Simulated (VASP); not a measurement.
These are PBE GGA, VASP's PBE PAW potentials (set 64) (plane waves; VASP) values and carry that method's errors.

A VASP calculation is set up with these files.

### INCAR
```
ALGO = Normal
EDIFF = 1E-7
ENCUT = 520
GGA = PE
ISIF = 2
ISMEAR = 1
LASPH = .TRUE.
LCHARG = .FALSE.
LMAXMIX = 4
LREAL = .FALSE.
LWAVE = .FALSE.
NELM = 100
PREC = Accurate
SIGMA = 0.1
SYSTEM = TiC
```

KPOINTS:
```
Automatic mesh
0
Gamma
14 14 14
0 0 0
```

**POSCAR**
```
TiC
3.0647530
  0.0000000000   0.7071067936   0.7071067936
  0.7071067936   0.0000000000   0.7071067936
  0.7071067936   0.7071067936   0.0000000000
Ti C
1 1
Cart
  0.0000000000   0.0000000000   0.0000000000
  0.7071067936   0.7071067936   0.7071067936
```

POTCAR, in this order: Ti_sv C (PBE.64 set). Program: vasp_std.

### Question
What will the output report for the number of irreducible k-points (NKPTS), largest plane-wave count, number of space-group operations, FFT grid (NGX, NGY, NGZ)?

### Answer

* **number of irreducible k-points (NKPTS)**: 104
* **largest plane-wave count**: 568
* **number of space-group operations**: 48
* **FFT grid (NGX, NGY, NGZ)**: 24 × 24 × 24

The compound is TiC in the rock salt structure. It was relaxed first.
